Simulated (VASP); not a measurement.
Consider the following.

```
NiSb
1.0
    2.00430    -3.47155     0.00000
    2.00430     3.47155     0.00000
    0.00000     0.00000     5.23260
Ni Sb
2 2
Cartesian
  0.00000   0.00000   2.61630
  0.00000   0.00000   0.00000
  2.00430   1.15719   1.30815
  2.00430  -1.15719   3.92445
```

These are PBE GGA, VASP's PBE PAW potentials (set 64) (plane waves; VASP 6.6.1) values and carry that method's errors. Settings: 575 eV cut-off, 8×8×6 Γ-centred mesh, first-order Methfessel-Paxton smearing of 0.10 eV, potentials Ni Sb.

Unless said otherwise, spin-orbit coupling is left out, though it shifts the bands of the heavy elements here.

Task: What does the run give for the energy per atom (σ→0), pressure, band gap (on the k-mesh) with the smallest direct gap where there is one?

Result: 
| Property | Result |
|---|---|
| band gap (on the k-mesh) | none (metal, semimetal or under 0.01 eV) |
| energy per atom (σ→0) | -5.072 eV/atom |
| pressure | -3.14 GPa |

Only differences to runs with the same potentials and settings are physical.

The compound is NiSb in the NiAs type structure. The cell was not relaxed at this level. The run is one of a series of settings (ENCUT = 575 against the base run), some of them coarse on purpose. The run is not spin-polarised, so no magnetic state was tried.
